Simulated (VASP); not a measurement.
A VASP calculation is set up with these files.

**INCAR**
```
# general
SYSTEM  =CsPbCl3
PREC    =Accurate
ENCUT   =520   # plane-wave cut-off (eV)
LREAL   =F   # projection in real space or not
LASPH   =T   # aspherical one-centre terms

# electronic loop
EDIFF   =1E-7   # SCF stop (eV)
NELM    =100   # most electronic steps
ALGO    =Normal
LMAXMIX =4

# smearing
ISMEAR  =0   # Gaussian
SIGMA   =0.05   # width (eV)

# functional
GGA     =CX
LUSE_VDW=T
AGGAC   =0.0

# ions
ISIF    =2

# output
LWAVE   =F
LCHARG  =F
```

KPOINTS:
```
Automatic
0
Gamma
4 4 4
```

### POSCAR
```
CsPbCl3
1
    5.6364846075     0.0000000000     0.0000000000
    0.0000000000     5.6364846075     0.0000000000
    0.0000000000     0.0000000000     5.6364846075
Cs Pb Cl
1 1 3
Direct
  0.0000000000   0.0000000000   0.0000000000
  0.5000000000   0.5000000000   0.5000000000
  0.5000000000   0.0000000000   0.5000000000
  0.0000000000   0.5000000000   0.5000000000
  0.5000000000   0.5000000000   0.0000000000
```

POTCAR, in this order: Cs_sv Pb_d Cl (PBE.64 set). Program: vasp_std.

Question: Write an equivalent input for Quantum ESPRESSO's pw.x.

Answer: One equivalent input (not run):
```
&CONTROL
  calculation = 'scf'
  pseudo_dir = './pseudo'
  outdir = './out'
  tprnfor = .true.
  tstress = .true.
/
&SYSTEM
  ibrav = 0
  nat = 5
  ntyp = 3
  ecutwfc = 62.5
  occupations = 'smearing'
  smearing = 'gaussian'
  degauss = 0.003675
  input_dft = 'vdw-df-cx'
/
&ELECTRONS
  conv_thr = 7.3e-09
  electron_maxstep = 100
/
ATOMIC_SPECIES
  Cs 132.905 Cs.upf
  Pb 207.200 Pb.upf
  Cl 35.450 Cl.upf
CELL_PARAMETERS angstrom
     5.6364846    0.0000000    0.0000000
     0.0000000    5.6364846    0.0000000
     0.0000000    0.0000000    5.6364846
ATOMIC_POSITIONS crystal
  Cs   0.0000000  0.0000000  0.0000000
  Pb   0.5000000  0.5000000  0.5000000
  Cl   0.5000000  0.0000000  0.5000000
  Cl   0.0000000  0.5000000  0.5000000
  Cl   0.5000000  0.5000000  0.0000000
K_POINTS automatic
  4 4 4 0 0 0
```
Limits of the translation: the potentials are each code's own (VASP's PAW set, PseudoDojo norm-conserving files in pw.x), so ENCUT and ecutwfc are chosen apart and not converted; conv_thr bounds pw.x's estimated SCF error, while EDIFF bounds the energy change between steps.

The compound is CsPbCl3 in the cubic perovskite structure, the ideal cubic form; the compound distorts at low or room temperature. It was relaxed first.
